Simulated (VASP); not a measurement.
Consider the following.

```
CELL_PARAMETERS angstrom
      0.00000     1.78228     1.78228
      1.78228     0.00000     1.78228
      1.78228     1.78228     0.00000
ATOMIC_POSITIONS crystal
  Cu 0.00000 0.00000 0.00000
```

Level of theory: optB86b-vdW, VASP's PBE PAW potentials (set 64) (plane waves; VASP 6.6.1). Settings: 520 eV cut-off, 17×17×17 Γ-centred mesh, first-order Methfessel-Paxton smearing of 0.10 eV, potentials Cu.

Problem. Give the stress tensor in GPa (positive for a compressed cell).

Solution. 
```
4.66  0.00  0.00
0.00  4.66  0.00
0.00  0.00  4.66
```
The pressure is its mean diagonal, 4.66 GPa.

The compound is Cu in the fcc structure. This cell is one point of a volume scan, at 0.97 of the reference volume.
